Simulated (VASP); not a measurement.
**RbNiO2 under changes of volume**

One of the cells (19.273 Å³/atom); the others are scaled copies at fixed shape and fractional positions:

```
CELL_PARAMETERS angstrom
0.00000 4.25600 4.25600
4.25600 0.00000 4.25600
4.25600 4.25600 0.00000
ATOMIC_POSITIONS crystal
Rb 0.75000 0.75000 0.75000
Rb 0.50000 0.50000 0.50000
Ni 0.25000 0.25000 0.25000
Ni 0.00000 0.00000 0.00000
O 0.12500 0.62500 0.12500
O 0.12500 0.12500 0.62500
O 0.62500 0.12500 0.12500
O 0.12500 0.12500 0.12500
```

The cell comes from a database or a generator and needn't be the stable form of this composition.

- Program: VASP 6.6.1
- Functional: PBE
- Potentials or basis: VASP PAW PBE potentials, release 64 (Rb_sv, Ni, O)
- Cutoff: 520 eV
- k mesh: 6 × 6 × 6
- Occupations: fermi-dirac, width 0.05 eV
- Spin: collinear spin, ferromagnetic start
- Starting moments: [0.0, 0.0, 1.0, 1.0, 0.0, 0.0, 0.0, 0.0] μB

```tsv
volume (Å³/atom)	energy over the lowest point (meV/atom)	pressure (GPa)	moment (μB per cell)
17.761	1.24	1.2	0.92
18.139	0.00	-0.3	1.04
18.517	2.25	-1.7	1.13
19.273	?	?	?
19.651	26.58	-5.1	1.30
20.029	39.53	-6.0	1.33
```

What does the run at 19.273 Å³/atom give?

Energy over the lowest point 15.86 meV/atom; pressure -4.1 GPa; moment 1.25 μB per cell.

Worked out: A Birch-Murnaghan fit of order 3 (a polynomial in V^(-2/3)) to the other rows has its minimum at 18.08 Å³/atom with B0 = V·E''(V) = 72 GPa and B' = 4.4. It gives 15.86 meV/atom at 19.273 Å³/atom, against the run's 15.86, and -dE/dV = -4.0 GPa, against -4.1. A parabola through the other rows of the moment, of slope 0.13 μB per Å³/atom there, gives 1.26 μB, against the run's 1.25.

Energies are extrapolated to zero smearing.
